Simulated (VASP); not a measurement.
Input:

```
CELL_PARAMETERS angstrom
      3.16275     0.00000     0.00000
     -1.58138     2.73902     0.00000
      0.00000     0.00000     3.51261
ATOMIC_POSITIONS crystal
  Hf 0.00000 0.00000 0.00000
  B  0.33333 0.66667 0.50000
  B  0.66667 0.33333 0.50000
```

Method: PBEsol GGA, VASP's PBE PAW potentials (set 64) (plane waves; VASP). Numerical set-up: 400 eV cut-off, 8×8×6 Γ-centred mesh, Fermi-Dirac smearing of 0.10 eV, potentials Hf_pv B.

At this cut-off the stress carries a Pulay error, which pulls relaxed volumes low. Energy and stress use the plane-wave basis of the starting cell.

### Question
The ions, cell shape and volume are relaxed. What does this cell relax into?

### Answer

```
CELL_PARAMETERS angstrom
      3.12683     0.00000     0.00000
     -1.56341     2.70791     0.00000
      0.00000     0.00000     3.44625
ATOMIC_POSITIONS crystal
  Hf 0.00000 0.00000 0.00000
  B  0.33333 0.66667 0.50000
  B  0.66667 0.33333 0.50000
```
Space group P6/mmm (191), at a tolerance of 0.03 Å.

### Question
How do energy and volume change from the first to the last step?

### Answer
The energy (σ→0) changes by -13.8 meV/atom and the volume by -4.1 %, in 5 ionic steps.

| step | E(σ→0) (eV) | max force (eV/Å) | pressure (GPa) | volume (Å³) |
|---|---|---|---|---|
| 1 | -27.8209 | 0.000 | -10.05 | 30.43 |
| 2 | -27.7940 | 0.000 | 15.39 | 27.71 |
| 3 | -27.8614 | 0.000 | -0.05 | 29.21 |
| 4 | -27.8614 | 0.000 | 0.16 | 29.19 |
| 5 | -27.8622 | 0.000 | 0.12 | 29.18 |

The structure comes from a computed database's HfB2 entry; how it stands against other phases isn't given here. This run relaxes it. Symmetry was kept, so distortions that lower it aren't found. The k-mesh is coarse (spacing up to 0.30 per Å, 2π included), so the numbers may not be converged in it. The run is one of a series of settings (EDIFFG = -0.01, IBRION = 2, ISIF = 3, NSW = 50 against the base run), some of them coarse on purpose.
